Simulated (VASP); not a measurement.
HfHg, 2 atoms in the cell. The structure is cubic, space group Pm-3m (No. 221). Conventional cell: a = 3.437 Å, b = 3.437 Å, c = 3.437 Å, α = 90.00°, β = 90.00°, γ = 90.00°. Hf (site symmetry m-3m) is surrounded by 8 Hg at 2.98 Å. Around Hg (site symmetry m-3m) lie 8 Hf at 2.98 Å. The cell comes from a database or a generator and needn't be the stable form of this composition.

```yaml
Program: VASP 6.6.1
Task: density of states
Functional: PBEsol
Potentials_or_basis: VASP PAW PBE potentials, release 64 (Hf_pv, Hg)
Cutoff: 520 eV
k_mesh: 10 × 10 × 10
Occupations: gaussian, width 0.05 eV
Spin: no spin polarisation
Dipole_correction: no
k_mesh_for_the_DOS: 15 × 15 × 15
Occupations_for_the_DOS: tetrahedron
Further_INCAR_settings: ALGO = Normal; EDIFF = 1e-06
```

Potentials or basis: VASP PAW PBE potentials, release 64 (Hf_pv, Hg).

The run is started by

```console
$ cat potpaw_PBE.64/Hf_pv/POTCAR potpaw_PBE.64/Hg/POTCAR > POTCAR
$ cp INCAR.step1 INCAR
$ cp KPOINTS.step1 KPOINTS
$ mpirun -np 1 vasp_std > vasp.out
$ cp INCAR.step2 INCAR
$ cp KPOINTS.step2 KPOINTS
$ mpirun -np 1 vasp_std > vasp.out
```

Hardware: 1 thread of Intel(R) Xeon(R) Platinum 8259CL CPU @ 2.50GHz (Skylake/Cascade Lake), with other jobs on the host.

**Question.** How long does it take, and how much memory?

**Answer.** Wall time 52 s on 1 thread of Intel(R) Xeon(R) Platinum 8259CL CPU @ 2.50GHz (Skylake/Cascade Lake) (shared host), peak memory 0.22 GiB. Counts: scf iterations 7, k points 120.
